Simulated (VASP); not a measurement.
Input:

```xyz
4
Lattice="2.3413 -4.0552 0.0000 2.3413 4.0552 0.0000 0.0000 0.0000 7.6522" Properties=species:S:1:pos:R:3 pbc="T T T"
Ag     2.3413    -1.3517     3.8268
Ag     2.3413     1.3517     0.0007
I      2.3413    -1.3517     6.6950
I      2.3413     1.3517     2.8689
```

The numbers are results of PBE GGA, VASP's PBE PAW potentials (set 64) (plane waves; VASP), not measurements. Numerical set-up: 520 eV cut-off, Gaussian smearing of 0.050 eV, potentials Ag I.

Unless said otherwise, spin-orbit coupling is left out, though it shifts the bands of the heavy elements here.

**Question.** Give the energies of bands 8 to 21 at the high-symmetry points, in eV from the valence-band maximum.

**Answer.** 
```csv
band,Γ,M,K,A,L,H
8,-3.73,-3.43,-3.47,-3.80,-3.54,-3.47
9,-2.87,-2.85,-2.88,-2.82,-2.79,-2.88
10,-2.87,-2.81,-2.88,-2.82,-2.79,-2.88
11,-2.79,-2.77,-2.87,-2.82,-2.71,-2.67
12,-2.79,-2.75,-2.87,-2.82,-2.71,-2.67
13,-2.71,-2.54,-2.42,-1.56,-2.58,-2.56
14,-0.64,-2.41,-2.42,-1.56,-2.58,-2.56
15,-0.64,-1.99,-2.31,-0.33,-1.11,-1.73
16,-0.06,-1.60,-1.37,-0.33,-1.11,-1.73
17,0.00,-0.92,-1.37,-0.33,-1.11,-1.01
18,0.00,-0.64,-1.18,-0.33,-1.11,-1.01
19,1.37,3.31,4.38,2.64,3.30,3.91
20,2.67,3.65,4.38,2.64,3.30,3.91
21,5.84,4.90,4.57,5.65,4.94,5.77
```

The gap is direct, 1.37 eV, from the valence maximum at Γ to the conduction minimum at Γ.

The compound is AgI in the wurtzite structure. It was relaxed first, which changed the volume by +6 %.
